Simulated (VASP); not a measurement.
# Zr2Zn2N3 (P-3m1) in VASP: a series of runs, part 2 of 2

VASP 6.6.1. The steps go on from the part before.

## (3) Electric field gradients, PBE+TS (atoms moved at random, drawn with an rms of 0.05 Å)

File INCAR:

```
SYSTEM = Zr2Zn2N3
ALGO = Normal
EDIFF = 1E-8
ENCUT = 520
GGA = PE
ISIF = 2
ISMEAR = -5
IVDW = 2
LASPH = .TRUE.
LCHARG = .FALSE.
LEFG = .TRUE.
LREAL = .FALSE.
LWAVE = .FALSE.
NELM = 100
PREC = Accurate
SIGMA = 0.05
```

File KPOINTS:

```
k-points
0
G
  10 10 3
  0 0 0
```

File POSCAR:

```
Zr2Zn2N3
1.0
    3.2204070070      0.0000000000      0.0000000000
   -1.6102035035      2.7889542786      0.0000000000
    0.0000000000      0.0000000000     10.2785760000
Zr Zn N
2 2 3
Cartesian
   -0.0402067815      1.8558761572      1.4009082373
    1.6676104788      0.9425103647      8.8198096584
    1.5961609187      0.8958316370      6.0729630081
   -0.0200293214      1.8505520435      4.2191909908
   -0.0210179863      0.0131220299      0.0036591731
    1.5877508258      0.9280970490      2.5927091245
   -0.0430117560      1.8301898883      7.6716413263
```

Potentials or basis: VASP PAW PBE potentials, release 64 (Zr_sv, Zn, N).

Started as:

```sh
cat potpaw_PBE.64/Zr_sv/POTCAR potpaw_PBE.64/Zn/POTCAR potpaw_PBE.64/N/POTCAR > POTCAR
mpirun -np 1 vasp_std > vasp.out
```

OUTCAR:

```text
SYSTEM = Zr2Zn2N3
   EDIFF = 1E-8
   ENCUT = 520
   GGA = PE
   ISIF = 2
   ISMEAR = -5
   IVDW = 2
   LASPH = .TRUE.
   LREAL = .FALSE.
   NELM = 100
   PREC = Accurate
  IVDW =   2

 ion  position               nearest neighbor table
   1  0.320  0.665  0.136-   6 2.19   6 2.21   6 2.22   5 2.31   5 2.32   5 2.35   4 2.82   2 3.36
                             2 3.42   2 3.45
   2  0.687  0.338  0.858-   7 2.09   7 2.22   7 2.24   5 2.31   5 2.37   5 2.42   3 2.75   1 3.36
                             1 3.42   1 3.45
   3  0.656  0.321  0.591-   4 2.61   4 2.63   4 2.64   2 2.75
   4  0.326  0.664  0.410-   3 2.61   3 2.63   3 2.64   1 2.82
   5  0.996  0.005  0.000-   1 2.31   2 2.31   1 2.32   1 2.35   2 2.37   2 2.42
   6  0.659  0.333  0.252-   1 2.19   1 2.21   1 2.22
   7  0.315  0.656  0.746-   2 2.09   2 2.22   2 2.24

  LATTYP: Found a hexagonal cell.
 ALAT       =     3.2204070070
 C/A-ratio  =     3.1917009178

  Lattice vectors:

 A1 = (   3.2204070070,   0.0000000000,   0.0000000000)
 A2 = (  -1.6102035035,   2.7889542786,   0.0000000000)
 A3 = (   0.0000000000,   0.0000000000,  10.2785760000)

Analysis of symmetry for initial positions (statically):
=====================================================================
 Subroutine PRICEL returns:
 Original cell was already a primitive cell.

 Routine SETGRP: Setting up the symmetry group for a
 hexagonal supercell.

 Subroutine GETGRP returns: Found  1 space group operations
 (whereof  1 operations were pure point group operations)
 out of a pool of 24 trial point group operations.

The static configuration has the point symmetry C_1 .

Analysis of symmetry for dynamics (positions and initial velocities):
[... 1166 lines left out ...]
  external pressure =      -67.31 kB  Pullay stress =        0.00 kB

 VOLUME and BASIS-vectors are now :
 -----------------------------------------------------------------------------
  energy-cutoff  :      520.00
  volume of cell :       92.32
      direct lattice vectors                 reciprocal lattice vectors
     3.220407007  0.000000000  0.000000000     0.310519757  0.179278665  0.000000000
    -1.610203503  2.788954279  0.000000000     0.000000000  0.358557330  0.000000000
     0.000000000  0.000000000 10.278576000     0.000000000  0.000000000  0.097289741

 POSITION                                       TOTAL-FORCE (eV/Angst)
 -----------------------------------------------------------------------------------
     -0.04021      1.85588      1.40091         0.010130      0.025045     -0.316914
      1.66761      0.94251      8.81981        -0.661339     -0.209545      1.500218
      1.59616      0.89583      6.07296         0.003526      0.010664     -0.460078
     -0.02003      1.85055      4.21919         0.004501     -0.026783     -0.009502
      3.19939      0.01312      0.00366         0.118083     -0.142361     -0.310523
      1.58775      0.92810      2.59271         0.011086      0.040207     -0.272312
     -0.04301      1.83019      7.67164         0.514014      0.302773     -0.130890
 -----------------------------------------------------------------------------------
    total drift:                                0.000742     -0.000056     -0.000798

  FREE ENERGIE OF THE ION-ELECTRON SYSTEM (eV)
  ---------------------------------------------------
  free  energy   TOTEN  =       -53.0545840542 eV

  energy  without entropy=      -53.0545840542  energy(sigma->0) =      -53.05458405

 Electric field gradients (V/A^2)
---------------------------------------------------------------------
 ion       V_xx      V_yy      V_zz      V_xy      V_xz      V_yz
---------------------------------------------------------------------
   1       0.768    -4.794     4.026     0.236    -2.050    -3.507
   2     -14.309     8.132     6.177   -12.650     5.457    12.439
   3      20.444    17.733   -38.177    -1.019    -2.681    -1.039
   4      19.503    18.096   -37.599     0.328    -0.130    -1.225
   5       2.315     1.799    -4.114     2.112    -1.645     0.639
   6      -8.943    -9.015    17.958    -1.146     1.234     0.230
   7     -10.950    -5.150    16.101    -6.117     7.739     3.900
---------------------------------------------------------------------

 Electric field gradients after diagonalization (V/A^2)
 (convention: |V_zz| > |V_xx| > |V_yy|)
----------------------------------------------------------------------
 ion       V_xx      V_yy      V_zz     asymmetry (V_yy - V_xx)/ V_zz
----------------------------------------------------------------------
   1       6.024     0.026    -6.050       0.991
   2      20.710     2.963   -23.674       0.750
   3      20.868    17.452   -38.321       0.089
   4      19.578    18.048   -37.626       0.041
   5       4.268     0.449    -4.717       0.810
   6     -10.163    -7.853    18.016       0.128
   7     -17.066    -1.311    18.378       0.857
----------------------------------------------------------------------

           NMR quadrupolar parameters

 Cq : quadrupolar parameter    Cq=e*Q*V_zz/h
 eta: asymmetry parameters     (V_yy - V_xx)/ V_zz
 Q  : nuclear electric quadrupole moment in mb (millibarn)
----------------------------------------------------------------------
 ion       Cq(MHz)       eta       Q (mb)
----------------------------------------------------------------------
   1      -0.015       0.991       1.000
   2      -0.057       0.750       1.000
   3      -0.093       0.089       1.000
   4      -0.091       0.041       1.000
   5      -0.011       0.810       1.000
   6       0.044       0.128       1.000
   7       0.044       0.857       1.000
----------------------------------------------------------------------
```

OSZICAR:

```text
N       E                     dE             d eps       ncg     rms          rms(c)
DAV:   1     0.717417200888E+03    0.71742E+03   -0.30860E+04 11256   0.210E+03
DAV:   2     0.433451659854E+02   -0.67407E+03   -0.64997E+03 11682   0.540E+02
DAV:   3    -0.516304590371E+02   -0.94976E+02   -0.91940E+02 14589   0.186E+02
[... 10 lines left out ...]
DAV:  14    -0.500150500233E+02   -0.63432E-05   -0.59369E-05 17020   0.445E-02    0.955E-03
DAV:  15    -0.500150493409E+02    0.68243E-06   -0.87987E-06 15190   0.226E-02    0.265E-03
DAV:  16    -0.500150499767E+02   -0.63584E-06   -0.59080E-07 13225   0.575E-03    0.129E-03
DAV:  17    -0.500150498684E+02    0.10826E-06   -0.71632E-08 12755   0.188E-03    0.360E-04
DAV:  18    -0.500150500239E+02   -0.15551E-06   -0.12735E-08  8236   0.797E-04    0.143E-04
DAV:  19    -0.500150500203E+02    0.36489E-08   -0.25901E-09  7904   0.444E-04
   1 F= -.53054584E+02 E0= -.53054584E+02  d E =0.000000E+00
```

stdout:

```text
POSCAR found type information on POSCAR ZrZnN
 POSCAR found :  3 types and       7 ions
 scaLAPACK will be used
 LDA part: xc-table for (Slater+PW92), standard interpolation
 POSCAR, INCAR and KPOINTS ok, starting setup
 FFT: planning ... GRIDC
[... 97 lines left out ...]
|                                                                             |
|     Tetrahedron method does not include variations of the Fermi             |
|     occupations, so forces and stress will be inaccurate. We suggest        |
|     using a different smearing scheme ISMEAR = 1 or 2 for metals in         |
|     relaxations.                                                            |
|                                                                             |
 -----------------------------------------------------------------------------
```

Wall time 8.1 min (1 thread of Intel Xeon Platinum 8488C (Sapphire Rapids), shared host); peak memory 0.55 GiB.

What came out:

- Free energy: -53.0546 eV
- Pressure: -6.7 GPa
- Largest force: 1.653 eV/Å
- Band gap on the k mesh: none (metal or under the smearing width)
- Hirshfeld charges: Zr +0.46; Zn +0.18, +0.19; N -0.43 e
- Dispersion energy per atom: -0.434 eV

Forces in eV/Å, atoms in the order of the input:
```
Zr   0.010  0.025 -0.317
Zr  -0.661 -0.210  1.500
Zn   0.004  0.011 -0.460
Zn   0.005 -0.027 -0.010
N    0.118 -0.142 -0.311
N    0.011  0.040 -0.272
N    0.514  0.303 -0.131
```

Stress tensor (GPa, compression positive):
```
-6.34  0.70 -0.89
 0.70 -7.06 -0.70
-0.89 -0.70 -6.80
```

Electric field gradients, principal values (V/Å²):
```
atom     Vxx      Vyy      Vzz
1 Zr   0.026    6.024   -6.050
2 Zr   2.963   20.710  -23.674
3 Zn  17.452   20.868  -38.321
4 Zn  18.048   19.578  -37.626
 5 N   0.449    4.268   -4.717
 6 N  -7.853  -10.163   18.016
 7 N  -1.311  -17.066   18.378
```

Caveat: atom-pairwise D2, TS and ULG terms overbind metals; pairwise dispersion overbinds metals, which lowers pressure and volume; tetrahedron occupations give inexact forces and stress in metals.
